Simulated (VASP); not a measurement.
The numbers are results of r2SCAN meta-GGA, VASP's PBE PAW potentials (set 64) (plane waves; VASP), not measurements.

The input files of a VASP run:

KPOINTS:
```
Regular mesh
0
gamma
 8 8 8
0 0 0
```

**POSCAR**
```
KF
1
    0.0000000000     2.6589489992     2.6589489992
    2.6589489992     0.0000000000     2.6589489992
    2.6589489992     2.6589489992    -0.0000000000
K F
1 1
Direct
  0.0000000000   0.0000000000   0.0000000000
  0.5000000000   0.5000000000   0.5000000000
```

### INCAR
```
# general
SYSTEM  = KF
PREC    = Accurate
ENCUT   = 520
LREAL   = .FALSE.
LASPH   = .TRUE.

# electronic loop
EDIFF   = 1E-8
NELM    = 100
ALGO    = Normal
LMIXTAU = .TRUE.

# smearing
ISMEAR  = 0
SIGMA   = 0.05

# functional
METAGGA = R2SCAN

# ions
IBRION  = 1
NSW     = 30
ISIF    = 2
EDIFFG  = -0.001

# output
LWAVE   = .FALSE.
LCHARG  = .FALSE.
```

POTCAR, in this order: K_sv F (PBE.64 set). Program: vasp_std.

Predict the energy per atom (σ→0), band gap (on the k-mesh).

The energy per atom (σ→0) comes out as -7.486 eV/atom and the band gap (on the k-mesh) is 6.91 eV.

File OSZICAR:
```
...
DAV:  22    -0.149729161360E+02   -0.14830E-05   -0.12030E-06   816   0.110E-02    0.959E-04
DAV:  23    -0.149729167098E+02   -0.57389E-06   -0.35957E-07   772   0.765E-03    0.114E-03
DAV:  24    -0.149729165032E+02    0.20666E-06   -0.60204E-08   840   0.265E-03    0.582E-04
DAV:  25    -0.149729165929E+02   -0.89740E-07   -0.76596E-09   532   0.137E-03    0.266E-04
DAV:  26    -0.149729164565E+02    0.13645E-06   -0.55575E-09   520   0.106E-03    0.191E-04
DAV:  27    -0.149729164746E+02   -0.18072E-07   -0.54037E-10   428   0.311E-04    0.113E-04
DAV:  28    -0.149729164695E+02    0.50381E-08   -0.54425E-10   420   0.210E-04
   1 F= -.14972916E+02 E0= -.14972916E+02  d E =-.149729E+02
```

The compound is KF in the rock salt structure. It was relaxed first. The start is the result of an earlier pass.
